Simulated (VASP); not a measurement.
Input:

```yaml
crystal:
  lattice:
    - [3.20304, 0.00000, 0.00000]
    - [0.00000, 3.20304, 0.00000]
    - [0.00000, 0.00000, 3.20304]
  atoms:
    - { symbol: In, position: [0.50000, 0.50000, 0.50000] }
    - { symbol: Pd, position: [0.00000, 0.00000, 0.00000] }
```

The numbers are results of PBE GGA with D4 dispersion, VASP's PBE PAW potentials (set 64) (plane waves; VASP 6.6.1), not measurements. Settings: 520 eV cut-off, 11×11×11 Γ-centred mesh, first-order Methfessel-Paxton smearing of 0.10 eV, potentials In_d Pd.

Unless said otherwise, spin-orbit coupling is left out, though it shifts the bands of the heavy elements here.

**Question.** Predict the energy per atom (σ→0), pressure, band gap (on the k-mesh) with the smallest direct gap where there is one.

**Answer.** 
* **band gap (on the k-mesh)**: none (metal, semimetal or under 0.01 eV)
* **energy per atom (σ→0)**: -4.815 eV/atom
* **pressure**: 9.08 GPa

Only differences to runs with the same potentials and settings are physical.

The compound is PdIn in the CsCl type structure. This cell is one point of a volume scan, at 0.94 of the reference volume. The electron count is odd and the run is not spin-polarised, which forces a metal.
